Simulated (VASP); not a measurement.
PbF2 (fluorite) relaxed at rising pressure, in one space group throughout; other phases were not tried. The pressures are those reached. Computed with LDA (Ceperley-Alder, Perdew-Zunger), VASP's LDA PAW potentials (set 64) (plane waves; VASP 6.6.1).

| P (GPa) | V (Å³/atom) | k-mesh |
|---|---|---|
| -0.17 | 16.379 | 7×7×7 |
| 5.05 | 15.546 | 7×7×7 |
| 10.01 | 14.930 | 7×7×7 |
| 19.85 | 14.007 | 7×7×7 |
| 30.00 | 13.299 | 7×7×7 |

Question: Fit an equation of state and predict the volume at 44.95 GPa.

Answer: Least squares on the third-order Birch-Murnaghan form, P = (3B0/2)(y⁷ − y⁵)[1 + (3/4)(B′ − 4)(y² − 1)] with y = (V0/V)^(1/3), gives V0 = 16.348 Å³/atom, B0 = 89 GPa and B′ = 4.7, and so 12.513 Å³/atom. The run gave 12.512 Å³/atom, -0.0 % from the fit.

Pressures at which the relaxation failed are left out.

The compound is PbF2 in the fluorite structure, the β form.
